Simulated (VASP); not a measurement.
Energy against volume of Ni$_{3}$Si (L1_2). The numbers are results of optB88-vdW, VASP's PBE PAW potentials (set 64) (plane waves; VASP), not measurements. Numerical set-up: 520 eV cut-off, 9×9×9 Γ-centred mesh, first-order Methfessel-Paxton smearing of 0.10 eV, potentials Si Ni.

| V (Å³/atom) | E (eV/atom) |
|---|---|
| 10.149 | -3.40822 |
| 10.473 | -3.42984 |
| 10.797 | -3.43644 |
| 11.121 | -3.43041 |

Question: Fit these four points and predict the energy of the run at 11.445 Å³/atom.

Answer: A cubic in V^(−2/3), the third-order Birch-Murnaghan form, passes through the four points with V0 = 10.79 Å³/atom and B0 = 208 GPa, and gives -3.4138 eV/atom there. The run gave -3.4138 eV/atom, -0.0 meV/atom from the fit; all five points give B0 = 208 GPa.

The compound is Ni3Si in the L1_2 structure. It was relaxed first. The run is not spin-polarised, so no magnetic state was tried.
